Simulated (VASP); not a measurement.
Here is the system:

```yaml
crystal:
  lattice:
    - [3.26352, 0.00000, 0.00000]
    - [-1.63176, 2.82629, 0.00000]
    - [0.00000, 0.00000, 5.14173]
  atoms:
    - { symbol: Mg, position: [0.33333, 0.66667, 0.49665] }
    - { symbol: Zn, position: [0.66667, 0.33333, 0.00349] }
    - { symbol: O, position: [0.33333, 0.66667, 0.88322] }
    - { symbol: O, position: [0.66667, 0.33333, 0.38862] }
```

Computed with PBEsol GGA, VASP's PBE PAW potentials (set 64) (plane waves; VASP 6.6.1). Settings: 520 eV cut-off, 9×9×5 Γ-centred mesh, tetrahedra with Blöchl corrections, potentials Mg Zn O.

Question: Predict the energy per atom (σ→0), band gap (on the k-mesh) with the smallest direct gap where there is one.

Answer: 
```
Quantity                                              Value
-----------------------------------  ----------------------
band gap (on the k-mesh)                            1.69 eV
smallest direct gap (on the k-mesh)                 1.69 eV
energy per atom (σ→0)                -530.8 kJ/mol of atoms
```

Only differences to runs with the same potentials and settings are physical.

The structure comes from a computed database's MgZnO2 entry (P3m1); how it stands against other phases isn't given here. It was relaxed first.
